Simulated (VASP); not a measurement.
Input:

```
CaO
1.0
    0.00000     2.42725     2.42725
    2.42725     0.00000     2.42725
    2.42725     2.42725     0.00000
Ca O
1 1
Direct
  0.00000   0.00000   0.00000
  0.50000   0.50000   0.50000
```

Computed with optB88-vdW, VASP's PBE PAW potentials (set 64) (plane waves; VASP 6.6.1). Settings: 520 eV cut-off, 9×9×9 Γ-centred mesh, Gaussian smearing of 0.050 eV, potentials Ca_sv O.

**Question.** Give the stress tensor in GPa (positive for a compressed cell).

**Answer.** 
```
-3.16   0.00   0.00
 0.00  -3.16   0.00
 0.00   0.00  -3.16
```
The pressure is its mean diagonal, -3.16 GPa.

The compound is CaO in the rock salt structure. This cell is one point of a volume scan, at 1.03 of the reference volume.
